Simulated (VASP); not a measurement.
Computed with LDA (Ceperley-Alder, Perdew-Zunger), VASP's LDA PAW potentials (set 64) (plane waves; VASP). Each cell was relaxed at this level, without spin-orbit coupling.

Question: Which of these comes out without a gap?
A) MgS, Fm-3m (225)
B) CuAu, P4/mmm (123)
C) AlCl3, C2/m (12)
D) LiF, Fm-3m (225)

Answer: B, CuAu, P4/mmm (123). The others have gaps of 9.71 eV (LiF, Fm-3m (225)), 4.92 eV (AlCl3, C2/m (12)), 2.66 eV (MgS, Fm-3m (225)).
